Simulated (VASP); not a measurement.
```xyz
1
Lattice="-1.5923 1.5923 1.5923 1.5923 -1.5923 1.5923 1.5923 1.5923 -1.5923" Properties=species:S:1:pos:R:3 pbc="T T T"
W      0.0000     0.0000     0.0000
```

These are SCAN meta-GGA, VASP's PBE PAW potentials (set 64) (plane waves; VASP 6.6.1) values and carry that method's errors. Numerical set-up: 520 eV cut-off, 16×16×16 Γ-centred mesh, first-order Methfessel-Paxton smearing of 0.10 eV, potentials W_sv.

### Question
Give the stress tensor in GPa (positive for a compressed cell).

### Answer

```
-9.57   0.00   0.00
 0.00  -9.57   0.00
 0.00   0.00  -9.57
```
The pressure is its mean diagonal, -9.57 GPa.

The compound is W in the bcc structure. This cell is one point of a volume scan, at 1.03 of the reference volume.
